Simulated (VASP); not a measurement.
Runs of VASP 6.6.1 on CO. The cell holds a molecule in a box, 2 atoms: a = 10.000 Å, b = 10.000 Å, c = 10.000 Å, α = 90.00°, β = 90.00°, γ = 90.00°. 

```tsv
task	level	potentials or basis	cell	cutoff (eV)	grid for exact exchange (PRECFOCK)	exchange at q = 0	gap on the mesh (eV)	largest force (eV/Å)
single point	r2SCAN0+D4	VASP PAW PBE potentials, release 64 (C, O)	as given	520	Normal	default	(a)	0.39
relaxation of the atoms	BLYP	VASP PAW PBE potentials, release 64 (C_h, O_h)	atoms relaxed	900	-	-	7.01	-
electron localisation function	PBE	VASP PAW PBE potentials, release 64 (C, O)	as given	520	-	-	7.06	2.43
atomic charges	PBE+TS	VASP PAW PBE potentials, release 64 (C, O)	as given	520	-	-	7.06	2.43
```

Alike in all rows: no spin polarisation; k mesh 1 × 1 × 1; smearing gaussian 0.01 eV.

Q: Estimate the missing entries.

A: (a) 10.55.

Caveats: the standard files for N, O and F lose accuracy on very short bonds (some runs); the PAW data sets were made with another functional, which shifts forces and pressure a little (some runs).

A k mesh can miss the band edges.

Not every run made on this cell is shown here.
